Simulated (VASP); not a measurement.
```xyz
1
Lattice="0.0000 2.6564 2.6564 2.6564 0.0000 2.6564 2.6564 2.6564 0.0000" Properties=species:S:1:pos:R:3 pbc="T T T"
Yb     0.0000     0.0000     0.0000
```

All values below come from PBE GGA, VASP's PBE PAW potentials (set 64) (plane waves; VASP). Run with 520 eV cut-off, 8×8×8 Γ-centred mesh, Gaussian smearing of 0.050 eV, potentials Yb_2.

The 4f electrons are frozen in the core of the lanthanide potential, so 4f levels, which can set the real gap, and their magnetism are missing.

### Question
Give the stress tensor in GPa (positive for a compressed cell).

### Answer

```
1.04  0.00  0.00
0.00  1.04  0.00
0.00  0.00  1.04
```
The pressure is its mean diagonal, 1.04 GPa.

The compound is Yb in the fcc structure. This cell is one point of a volume scan, at 0.94 of the reference volume.
